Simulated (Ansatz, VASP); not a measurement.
# Hf (Hafnium) in two plane-wave programs

One calculation is typed for both programs; each brings its own data sets. How far apart do they land? The cell is taken from a series of runs on this material, whose earlier steps may have relaxed, scaled, displaced or heated it; both programs get it as it stands.

Program: Ansatz 0.2.0. Level of theory: plane waves, with VASP 6.6.1 beside it; zone-centre phonons at LDA. Results are calculated unless marked as measured.

### 1. The starting structure

It takes space group P6_3/mmc (No. 194, hexagonal). The conventional cell has a = 3.058 Å, b = 3.058 Å, c = 5.019 Å, α = 90.00°, β = 90.00°, γ = 120.00°. Nearest to Hf lie 12 Hf at 3.06 to 3.07 Å.

As a file:

```cif
data_structure
_symmetry_space_group_name_H-M 'P6_3/mmc'
_symmetry_Int_Tables_number 194
_cell_length_a 3.0582
_cell_length_b 3.0582
_cell_length_c 5.0192
_cell_angle_alpha 90.000
_cell_angle_beta 90.000
_cell_angle_gamma 120.000
_cell_volume 40.65
loop_
_atom_site_label
_atom_site_type_symbol
_atom_site_symmetry_multiplicity
_atom_site_Wyckoff_symbol
_atom_site_fract_x
_atom_site_fract_y
_atom_site_fract_z
_atom_site_occupancy
Hf1 Hf 2 c 0.33333 0.66667 0.25000 1
```

### 2. Ansatz: zone-centre phonons, LDA

Ansatz runs on its PAW soft_1 files.

Second derivatives magnify differences that forces hide, and they need a tight electronic threshold.

Contents of input.yaml:

```yaml
crystal:
  lattice:
    - [3.0582003978, 0.0, 0.0]
    - [-1.5291001989, 2.6484792344, 0.0]
    - [0.0, 0.0, 5.0192404711]
  atoms:
    - { symbol: Hf, position: [0.3333333333, 0.6666666667, 0.25] }
    - { symbol: Hf, position: [0.6666666667, 0.3333333333, 0.75] }
kpoints:
  mp_grid: { grid: [15, 15, 8] }
hamiltonian:
  xc: lda
  pseudopotentials: { kind: paw, azcp: { folder: soft_1 }, xc_functional: pbe }
scf:
  occupations: { method: methfessel_paxton, width: 0.2 }
output:
  eigenvalues: true
phonons:
  method: dfpt
```

The run is started by

```sh
> ansatz run input.yaml --threads 4 --pin off --max-ram 10240MiB --backend cpu --events-out ev --progress --plain --runs-dir out
```

Numbers of over 12 decimals in the logs are rounded to 6 here.

Output:

```text
zone centre: on kpoints.mp_grid the ground state, and the responses unless they are solved on pairs of k-points, stand on 320 of the mesh's 1800 k-points, reduced under 4 symmetry operations, with k and −k counted as one. Each operation leaves every solved displacement unchanged or reverses it
Engine: ansatz 0.2.0, aarch64-unknown-linux-gnu
Pseudopotentials: kind: paw
Pseudopotential: Hf, paw, valence charge 26, recommended cutoff 420 eV (normal), soft_1/Hf.paw.azcp
Functional definition: SPW92
  exchange = slater_x
  correlation = pw_c
Crystal: 2 atoms, lattice volume = 40.654 Å³
Basis set: ecut = 420 eV, 785 PW (Γ), exchange–correlation on 48×48×72 points (8 copies of the dense FFT grid, shifted against one another)
Bands: 32, of which v1, the nominal top of the filled ones, is band 26 counted from 1 (25 counted from 0)
Symmetry: 24 space group operations
k-points: 320 of 1800 (irreducible under 4 space group operations, time reversal used)
Non-local potential: Hf, projectors of the file, l = 0: 3, l = 1: 2, l = 2: 2, l = 3: 3
PAW form: soft (Blöchl's): semilocal exchange-correlation on the pseudo side does not see the compensation charge
PAW frozen core: Hf, regenerated for the run's functional, and the local potential with it (the file was generated under x = pbe(κ = 0.804, μ = 0.219515), c = pbe(β = 0.066725))
PAW one-centre angular grid: Hf, 590 points (default); XC on 64 Gauss nodes
Initial density: superposition of atomic densities (chi_scale 0.1, normalization cell)
Initial wavefunctions: pseudopotential atomic-orbital guess
Functional: x = slater, c = lda
SCF iter   1: F=—  HF=-30955.175943 eV  |F-HF|=—  |Δ(HF+E_count)|=         —  Δρ=3.43e-2  dr2=5.45e-1  ethr=3.10e-3  ⟨swp⟩=5.1  Hψ=34988  notcnv=0
preconditioner: auto → Kerker (q_TF=auto, 2.843 Å⁻¹)  [metal: Δε(μ)=0.013 eV  Ē_g=16.996 eV  σ=0.200 eV  W_gap=0.06  n_scr=22 (ndim 8)  ℏωp=40.3 eV  f_vac=0.000  D(μ)=1.54/eV (n_scr^D=10)]
SCF iter   2: F=—  HF=-30955.047522 eV  |F-HF|=—  |Δ(HF+E_count)|=   1.28e-1  S|Δr|=    0.00e0  Δρ=2.10e-2  dr2=2.06e-1  ethr=1.05e-3  ⟨swp⟩=2.4  Hψ=19354  notcnv=0  defer=24
SCF iter   3: F=—  HF=-30954.998666 eV  |F-HF|=—  |Δ(HF+E_count)|=   4.89e-2  S|Δr|=    0.00e0  Δρ=8.41e-3  dr2=3.26e-2  ethr=3.96e-4  ⟨swp⟩=2.0  Hψ=15910  notcnv=0  defer=40
SCF iter   4: F=—  HF=-30954.961741 eV  |F-HF|=—  |Δ(HF+E_count)|=   3.69e-2  S|Δr|=    0.00e0  Δρ=3.09e-3  dr2=1.82e-3  ethr=6.26e-5  ⟨swp⟩=2.0  Hψ=18417  notcnv=0  defer=44
SCF iter   5: F=—  HF=-30954.962707 eV  |F-HF|=—  |Δ(HF+E_count)|=   9.66e-4  S|Δr|=    0.00e0  Δρ=5.85e-4  dr2=1.19e-4  ethr=3.50e-6  ⟨swp⟩=2.2  Hψ=14319  notcnv=0  defer=42
SCF iter   6: F=—  HF=-30954.962819 eV  |F-HF|=—  |Δ(HF+E_count)|=   1.12e-4  S|Δr|=    0.00e0  Δρ=1.20e-4  dr2=4.16e-6  ethr=2.28e-7  ⟨swp⟩=2.1  Hψ=18448  notcnv=0  defer=42
SCF iter   7: F=—  HF=-30954.962828 eV  |F-HF|=—  |Δ(HF+E_count)|=   9.22e-6  S|Δr|=    0.00e0  Δρ=2.41e-5  dr2=2.07e-7  ethr=8.01e-9  ⟨swp⟩=2.3  Hψ=18688  notcnv=0  defer=141
SCF iter   8: F=—  HF=-30954.962828 eV  |F-HF|=—  |Δ(HF+E_count)|=   1.92e-8  S|Δr|=    0.00e0  Δρ=4.70e-6  dr2=7.41e-9  ethr=3.99e-10  ⟨swp⟩=2.3  Hψ=18164  notcnv=0  defer=141
SCF iter   9: F=—  HF=-30954.962828 eV  |F-HF|=—  |Δ(HF+E_count)|=   2.48e-9  S|Δr|=    0.00e0  Δρ=7.29e-7  dr2=1.50e-10  ethr=1.42e-11  ⟨swp⟩=2.2  Hψ=17872  notcnv=0  defer=141
SCF iter  10: F=—  HF=-30954.962828 eV  |F-HF|=—  |Δ(HF+E_count)|=  3.27e-11  S|Δr|=    0.00e0  Δρ=2.38e-7  dr2=1.27e-11  ethr=1.00e-12  ⟨swp⟩=10.6  Hψ=65515  notcnv=0
SCF iter  11: F=-30954.962828 eV  HF=-30954.962828 eV  |F-HF|=3.64e-12  |Δ(HF+E_count)|=    0.00e0  S|Δr|=    0.00e0  Δρ=4.45e-8  dr2=2.67e-13  ethr=1.00e-12  ⟨swp⟩=6.8  Hψ=52486  notcnv=0
SCF 1 converged in 11 iterations: F = -30954.962828 eV  dr2 = 2.67e-13
  greatest PAW one-centre occupation: 0.998 electrons in one spin orbital (limit 2), on the Hf atom at site 1 (counted from 0), in its partial waves of l = 3
DFPT response loops at Γ: preconditioner auto → Kerker (q_TF=auto, 2.843 Å⁻¹) (partly filled bands, converged f_vac=0.000); β = 1.00, the filter's whole step (`scf.mixing.beta` (0.50) is not read by the response loops under this deck's `scf.mixing.preconditioner`; to damp them name `kerker` or `kerker_dos`, under which they read `scf.mixing.beta`, and type it under 1.00, their step now; both keys bind the ground state too); Broyden in place of MSR1
SCF converged after 11 iterations
Stability not checked: this state was not tested for a lower state beside it, because cold or Methfessel-Paxton smearing, or corrected tetrahedra, fill the levels in a way that the test cannot read (fill_not_monotonic; see scf.lower_state_search)
Free energy (F): -30954.962828 eV
Harris-Foulkes:  -30954.962828 eV  (|F-HF|=3.64e-12)
Internal energy: -30954.963916 eV  (E = F + TS)
E sigma→0 (E₀):  -30954.963100 eV
Entropy (-TS):   0.001088 eV (0.544 meV/atom)
Fermi energy:    19.826100 eV
Step filling:    the computed levels leave a gap of 0.0006 eV = 0.0 smearing widths at the electron count; against every level under it full and every level over it empty, smearing changes F+E_penalty+E_count by -0.411 meV and its σ→0 estimate by -0.683 meV
--- Per-component energies (eV) ---
  E_band       = 76.402555
  E_kinetic    = 827.287376
  E_local      = -12130.959845  (includes V_loc(G=0)·N_el)
  E_nonlocal   = 142.694330
  E_hartree    = 5942.162807
  E_xc         = -531.803839
  E_vxc        = -513.757462  (∫ρ·V_xc dr)
  E_paw        = -14907.845294  (= ΣΔE_a)
  E_vpaw       = -133.187691  (= ΣTr[D̂ρ^β])
  E_aug_tail   = 0.000224  (compensation charges beyond the density's cutoff)
  E_ewald      = -10301.413851
  E_core_change = 4.914176  (= ΣΔE_core)
  E_smearing   = 0.001088  (= −TS)
  E_closure    = 0.000000  (closes the sum)
  Σ components = -30954.962828   (vs F -30954.962828, Δ=0.00e0)
--- Band table (eV; the first three rows and the last of 320) ---
  k-point 0: bands = [... 22 lower, 12.1546, 15.7159, 20.6448, 20.8691, 21.0260, 21.0260, 21.8421, 21.8421, ... 2 higher]
  k-point 1: bands = [... 22 lower, 12.3078, 15.6577, 20.4078, 20.7513, 20.9643, 20.9643, 21.7356, 21.7356, ... 2 higher]
  k-point 2: bands = [... 22 lower, 12.7480, 15.4273, 19.9458, 20.4411, 20.8714, 20.8714, 21.4799, 21.4799, ... 2 higher]
  k-point 319: bands = [... 22 lower, 16.7766, 16.7766, 18.9821, 18.9821, 19.8369, 19.8369, 22.1187, 22.1187, ... 2 higher]
--- Phonons (Γ-DFPT): 2 representative perturbations + reference, on 320 of 1800 k-points (Σ response iterations 6) ---
  k mesh reduced under 4 symmetry operations, with k and −k counted as one. Each operation leaves every solved displacement unchanged or reverses it
  ASR residual: 4.017e-5 → 0.000e0 eV/Å²; symmetrization residual: 4.611e-12 eV/Å²
  ASR residual per site (eV/Å²): 4.02e-5 4.02e-5
  Γ frequencies (cm⁻¹): 0.00 0.00 0.00 64.00 64.00 115.94
  non-analytic LO–TO correction: not included (Born effective charges unavailable; polar crystals: no LO–TO splitting at Γ)
```

In the SCF lines HF is the Harris–Foulkes energy and dr2 the Hartree energy of the density residual, in eV; the loop may stop once dr2 is under the threshold and the program's other checks hold. Hψ counts applications of the Hamiltonian.

### 3. VASP: zone-centre phonons, LDA

The same cell, functional (in two slightly different forms), mesh and smearing now go to VASP, with its own data sets.

Lines of VASP's logs that name or quote its potential files are left out, and so is its time.

Contents of INCAR:

```
SYSTEM = Hf
PREC = Accurate
ENCUT = 500
EDIFF = 1E-08
NELM = 120
ISMEAR = 1
SIGMA = 0.2
LREAL = .FALSE.
ALGO = Normal
GGA = PW92
NBANDS = 16
LASPH = .TRUE.
LORBIT = 11
LWAVE = .FALSE.
LCHARG = .FALSE.
ISIF = 2
IBRION = 8
GGA_COMPAT = .FALSE.
KPAR = 2
```

Contents of POSCAR:

```
Hf
1.0
    3.0582003978      0.0000000000      0.0000000000
   -1.5291001989      2.6484792344      0.0000000000
    0.0000000000      0.0000000000      5.0192404711
Hf
2
Direct
    0.3333333334      0.6666666668      0.2500000000
    0.6666666668      0.3333333334      0.7500000000
```

Contents of KPOINTS:

```
Automatic mesh
0
Gamma
15 15 8
0 0 0
```

PAW data sets: Hf_pv (LDA family, release 64).

The run is started by

```sh
> mpirun -np 2 vasp_std
```

Output:

```text
[banner, memory and clock lines left out]
running    2 mpi-ranks, on    1 nodes
 distrk:  each k-point on    1 cores,    2 groups
 distr:  one band on    1 cores,    1 groups

 POSCAR found type information on POSCAR Hf
 POSCAR found :  1 types and       2 ions
|                                                                             |
|               ----> ADVICE to this user running VASP <----                  |
|                                                                             |
|     You enforced a specific xc type in the INCAR file but a different       |
|     [... a line on the potential file left out ...]
|     I HOPE YOU KNOW WHAT YOU ARE DOING!                                     |
|                                                                             |

 LDA part: xc-table for (Slater(with rela. corr.)+PW92), standard interpolation
 POSCAR, INCAR and KPOINTS ok, starting setup
 FFT: planning ... GRIDC
 FFT: planning ... GRID_SOFT
 FFT: planning ... GRID
 WAVECAR not read
 entering main loop
       N       E                     dE             d eps       ncg     rms          rms(c)
DAV:   1     0.454850077260E+02    0.45485E+02   -0.11411E+04  4376   0.117E+03
DAV:   2    -0.205624707596E+02   -0.66047E+02   -0.64623E+02  5808   0.248E+02
DAV:   3    -0.220010642956E+02   -0.14386E+01   -0.14318E+01  5696   0.256E+01
DAV:   4    -0.220106259661E+02   -0.95617E-02   -0.95604E-02  5352   0.253E+00
DAV:   5    -0.220107349484E+02   -0.10898E-03   -0.10898E-03  5720   0.221E-01    0.691E+01
DAV:   6    -0.215273680749E+02    0.48337E+00   -0.40442E-01  5168   0.428E+00    0.407E+01
DAV:   7    -0.213536394860E+02    0.17373E+00   -0.64472E-01  5264   0.521E+00    0.183E+00
DAV:   8    -0.213459548477E+02    0.76846E-02   -0.38546E-02  5024   0.139E+00    0.366E-01
DAV:   9    -0.213460284279E+02   -0.73580E-04   -0.85419E-04  5800   0.213E-01    0.172E-01
DAV:  10    -0.213460256384E+02    0.27894E-05   -0.36610E-05  5096   0.445E-02    0.177E-01
DAV:  11    -0.213460234134E+02    0.22250E-05   -0.34077E-06  5744   0.122E-02    0.124E-02
DAV:  12    -0.213460233722E+02    0.41158E-07   -0.31308E-07  5040   0.394E-03    0.452E-03
DAV:  13    -0.213460233648E+02    0.74574E-08   -0.98462E-09  3744   0.752E-04
   1 F= -.21346023E+02 E0= -.21346312E+02  d E =0.865765E-03
 Linear response reoptimize wavefunctions to high precision
DAV:   1    -0.213460233650E+02   -0.24829E-09   -0.92697E-10  3624   0.258E-04
DAV:   2    -0.213460233650E+02    0.59117E-11   -0.12811E-10  2784   0.886E-05
 Linear response DOF=           2
 Linear response progress:
  Degree of freedom:   1/  2
       N       E                     dE             d eps       ncg     rms          rms(c)
RMM:   1    -0.195209695385E+00   -0.19521E+00    0.46604E+00 18701   0.117E+01
RMM:   2    -0.199503894731E+00   -0.42942E-02   -0.37078E-02 27648   0.119E+00    0.595E-01
RMM:   3    -0.198772262591E+00    0.73163E-03   -0.40966E-03 35161   0.250E-01    0.128E-01
RMM:   4    -0.198429129988E+00    0.34313E-03   -0.43712E-04 41007   0.853E-02    0.190E-01
RMM:   5    -0.198022233151E+00    0.40690E-03   -0.43161E-05 37637   0.373E-02    0.207E-02
RMM:   6    -0.197962352210E+00    0.59881E-04   -0.21454E-05 42683   0.124E-02    0.270E-02
RMM:   7    -0.197970892730E+00   -0.85405E-05   -0.21058E-05 37948   0.671E-03    0.397E-02
RMM:   8    -0.197960615828E+00    0.10277E-04    0.30663E-06 38817   0.284E-03    0.132E-02
RMM:   9    -0.197958713901E+00    0.19019E-05   -0.65632E-06 41483   0.113E-03    0.458E-03
RMM:  10    -0.197959104484E+00   -0.39058E-06   -0.33450E-06 42127   0.349E-04    0.923E-04
RMM:  11    -0.197958768442E+00    0.33604E-06   -0.19908E-06 40519   0.225E-04    0.625E-04
RMM:  12    -0.197958770882E+00   -0.24395E-08   -0.95146E-07 40334   0.899E-05    0.390E-05
RMM:  13    -0.197958804337E+00   -0.33455E-07   -0.56611E-07 40084   0.457E-05    0.851E-05
RMM:  14    -0.197958816487E+00   -0.12150E-07   -0.25824E-07 36225   0.308E-05    0.105E-05
RMM:  15    -0.197958823591E+00   -0.71043E-08   -0.15137E-07 32865   0.241E-05    0.152E-05
RMM:  16    -0.197958827015E+00   -0.34238E-08   -0.84208E-08 26881   0.207E-05    0.809E-06
 first order change of Fermi-energy  -0.63096E-05
 force on displaced ion       1 direction 1 :  -1.315  -0.000   0.000
 Linear response progress:
  Degree of freedom:   2/  2
       N       E                     dE             d eps       ncg     rms          rms(c)
RMM:   1    -0.243376724754E+00   -0.24338E+00    0.49210E+00  6472   0.122E+01
RMM:   2    -0.253010844721E+00   -0.96341E-02   -0.43807E-02  9511   0.124E+00    0.769E-01
RMM:   3    -0.252257247677E+00    0.75360E-03   -0.29733E-03 10969   0.277E-01    0.204E-01
RMM:   4    -0.252139561591E+00    0.11769E-03   -0.38003E-04 13109   0.920E-02    0.206E-01
RMM:   5    -0.251906906661E+00    0.23265E-03    0.92973E-05 12991   0.386E-02    0.571E-02
RMM:   6    -0.251825676428E+00    0.81230E-04    0.26398E-05 11508   0.174E-02    0.434E-02
RMM:   7    -0.251843131344E+00   -0.17455E-04   -0.29884E-05 12129   0.579E-03    0.193E-02
RMM:   8    -0.251844778108E+00   -0.16468E-05    0.46547E-06 12965   0.313E-03    0.275E-03
RMM:   9    -0.251839947674E+00    0.48304E-05   -0.29838E-07 13796   0.157E-03    0.215E-03
RMM:  10    -0.251839832240E+00    0.11543E-06    0.12474E-06 12918   0.466E-04    0.382E-04
RMM:  11    -0.251839369790E+00    0.46245E-06    0.70539E-06 13985   0.188E-04    0.195E-04
RMM:  12    -0.251839794473E+00   -0.42468E-06    0.22924E-06 13520   0.776E-05    0.476E-05
RMM:  13    -0.251839921141E+00   -0.12667E-06    0.13290E-06 13464   0.458E-05    0.203E-05
RMM:  14    -0.251840047327E+00   -0.12619E-06    0.96715E-08 13066   0.296E-05    0.696E-06
RMM:  15    -0.251840036695E+00    0.10633E-07    0.27922E-07 12755   0.228E-05    0.178E-06
RMM:  16    -0.251840048876E+00   -0.12181E-07    0.16419E-07 10160   0.192E-05    0.350E-06
RMM:  17    -0.251840049577E+00   -0.70157E-09    0.18832E-07  8413   0.175E-05    0.648E-07
RMM:  18    -0.251840054826E+00   -0.52482E-08    0.15212E-07  7962   0.167E-05    0.612E-07
RMM:  19    -0.251840062633E+00   -0.78075E-08    0.73174E-08  7423   0.162E-05    0.318E-07
 first order change of Fermi-energy  -0.15878E-03
 force on displaced ion       1 direction 3 :   0.000   0.000  -4.393
 Linear response finished
```

[end of part 1 of 2]

[Lines on the potential files, build, host, timing and source positions are cut from VASP's logs without a mark.]

[Logs are printed without paths, hosts, clocks, repeated set-up lines and the standing remarks that a program may print on its own settings, such as how far it seeks lower states.]

[Hosts, paths, dates, database ids (printed as entryN), source tags and the programs' standing remarks are cut or masked in the printed files.]
